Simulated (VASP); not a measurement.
Data:

```
AlGa3Sb4
1.0
   -0.00037     6.12578     6.11853
    6.12578    -0.00037     6.11853
    3.06270     3.06270     0.00000
Ga Sb Al
3 4 1
Direct
  0.99994   0.99994   0.00011
  0.99988   0.50018   0.99994
  0.50018   0.99988   0.99994
  0.12497   0.12497   0.25006
  0.12372   0.62538   0.25090
  0.62538   0.12372   0.25090
  0.62576   0.62576   0.24848
  0.50016   0.50016   0.99967
```

Level of theory: PBEsol GGA, VASP's PBE PAW potentials (set 64) (plane waves; VASP). Numerical set-up: 400 eV cut-off, Gaussian smearing of 0.050 eV, potentials Ga_d Sb Al.

Unless said otherwise, spin-orbit coupling is left out, though it shifts the bands of the heavy elements here.

Question: Predict the band gap (along the path) with the smallest direct gap where there is one.

Answer: 
```json
{
  "band gap (along the path)": "0.18 eV",
  "smallest direct gap (along the path)": "0.18 eV"
}
```

Only differences to runs with the same potentials and settings are physical.

The structure was generated: AlGa3Sb4 was put into an ordered model structure (Amm2), which need not be its known phase. It was relaxed first.
